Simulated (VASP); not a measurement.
A convergence study with VASP on HfO₂ (fluorite): one setting is varied, all else stays as given below, so the limit is that of these other settings.

```
HfO2
1.0
    0.00000     2.54000     2.54000
    2.54000     0.00000     2.54000
    2.54000     2.54000     0.00000
Hf O
1 2
Direct
  0.00000   0.00000   0.00000
  0.25000   0.25000   0.25000
  0.75000   0.75000   0.75000
```

These are PBE GGA, VASP's PBE PAW potentials (set 64) (plane waves; VASP) values and carry that method's errors. The tightest run used: 700 eV cut-off, 6×6×6 Γ-centred mesh, Gaussian smearing of 0.010 eV, potentials Hf_pv O.

**Question.** The settings run are ENCUT = 300; ENCUT = 400; ENCUT = 500; ENCUT = 600; ENCUT = 700. From which on does the highest Γ mode stay within 1 cm⁻¹ of the tightest run?

**Answer.** From ENCUT = 500 on: it is off by 0.2 there and by no more than 1 in any finer run, while ENCUT = 400 is off by 3.4.
```
setting      mean ε∞  highest Γ mode (cm⁻¹)  plane waves  difference judged (cm⁻¹)
-----------  -------  ---------------------  -----------  ------------------------
ENCUT = 300     5.19                  587.4          397                      19.3
ENCUT = 400     5.24                  564.7          609                       3.4
ENCUT = 500     5.26                  567.9          869                       0.2
ENCUT = 600     5.25                  568.2         1113                       0.2
ENCUT = 700     5.25                  568.1         1411                       0.0
```

Left out are rungs that failed or repeat a setting and relaxations that didn't move; long series are thinned to 24 rows.

The compound is HfO2 in the fluorite structure, the high-temperature cubic form, which is unstable at 0 K; the monoclinic form is the stable one. The cell was not relaxed at this level.
